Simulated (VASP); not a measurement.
Here is the system:

```
CELL_PARAMETERS angstrom
      2.10411    -3.64442     0.00000
      2.10411     3.64442     0.00000
      0.00000     0.00000     7.56933
ATOMIC_POSITIONS crystal
  Mg 0.00000 0.00000 0.00000
  I  0.33333 0.66667 0.22066
  I  0.66667 0.33333 0.77934
```

Method: PBE0 hybrid, VASP's PBE PAW potentials (set 64) (plane waves; VASP). Run with 520 eV cut-off, 4×4×2 Γ-centred mesh, Gaussian smearing of 0.050 eV, potentials Mg I.

Without a dispersion term in the relaxation, distances and binding between the weakly bound layers, chains or molecules are unreliable, and so is what depends on them. Unless said otherwise, spin-orbit coupling is left out, though it shifts the bands of the heavy elements here.

Task: What does the run give for the energy per atom (σ→0), largest force, band gap (over the mesh, the named points and PBE's band edges) with the smallest direct gap where there is one?

Result: 
- band gap (over the mesh, the named points and PBE's band edges) = 5.28 eV
- smallest direct gap (over the mesh, the named points and PBE's band edges) = 5.39 eV
- energy per atom (σ→0) = -3.287 eV/atom
- largest force = 0.140 eV/Å

Total energies compare only between runs with the same potentials, cut-off and functional.

The compound is MgI2 in the 1T layered structure. It was relaxed first, which changed the volume by +13 %. The k-mesh is coarse (spacing up to 0.43 per Å, 2π included), so the numbers may not be converged in it.
